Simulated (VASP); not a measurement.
An input for Quantum ESPRESSO's pw.x (written as the equivalent of a VASP run, and not itself run):

```
&CONTROL
  calculation = 'vc-relax'
  pseudo_dir = './pseudo'
  outdir = './out'
  tprnfor = .true.
  tstress = .true.
  nstep = 30
  forc_conv_thr = 0.00039
/
&SYSTEM
  ibrav = 0
  nat = 4
  ntyp = 1
  ecutwfc = 110
  occupations = 'smearing'
  smearing = 'methfessel-paxton'
  degauss = 0.00735
  input_dft = 'vdw-df-ob86'
/
&ELECTRONS
  conv_thr = 7.3e-09
  electron_maxstep = 100
/
&IONS
/
&CELL
  cell_dofree = 'shape'
/
ATOMIC_SPECIES
  La 138.905 La.upf
CELL_PARAMETERS angstrom
     1.8138814   -3.1417349    0.0000000
     1.8138814    3.1417349    0.0000000
     0.0000000    0.0000000   11.5985449
ATOMIC_POSITIONS crystal
  La   1.0000000  1.0000000  0.5000000
  La   1.0000000  1.0000000  1.0000000
  La   0.3333330  0.6666670  0.2500000
  La   0.6666670  0.3333330  0.7500000
K_POINTS automatic
  10 10 3 0 0 0
```

Q: Write the VASP files for the same calculation (optB86b-vdW).

A: This is not unique; one that fits is 
### INCAR
```
AGGAC=0.0
ALGO=Normal
EDIFF=1E-7
EDIFFG=-0.01
ENCUT=520
GGA=MK
IBRION=2
ISIF=4
ISMEAR=1
LASPH=.True.
LCHARG=.False.
LMAXMIX=6
LREAL=.False.
LUSE_VDW=.True.
LWAVE=.False.
NELM=100
NSW=30
PARAM1=0.1234
PARAM2=1.0
PREC=Accurate
SIGMA=0.1
SYSTEM=La
```

File POSCAR:
```
La
1
    1.8138813928    -3.1417349416     0.0000000000
    1.8138813928     3.1417349416     0.0000000000
    0.0000000000     0.0000000000    11.5985448998
La
4
Direct
  1.0000000000   1.0000000000   0.5000000000
  1.0000000000   1.0000000000   1.0000000000
  0.3333330000   0.6666670000   0.2500000000
  0.6666670000   0.3333330000   0.7500000000
```

File KPOINTS:
```
Automatic mesh
0
Gamma
10 10 3
0 0 0
```

POTCAR, in this order: La (PBE.64 set). Program: vasp_std.

Limits of the translation: the potentials are each code's own (VASP's PAW set, PseudoDojo norm-conserving files in pw.x), so ENCUT and ecutwfc are chosen apart and not converted; conv_thr bounds pw.x's estimated SCF error, while EDIFF bounds the energy change between steps; forc_conv_thr acts on force components and is met together with etot_conv_thr.

The compound is La in the dhcp structure. This cell is one point of a volume scan, at 0.94 of the reference volume. Symmetry was kept, so distortions that lower it aren't found.
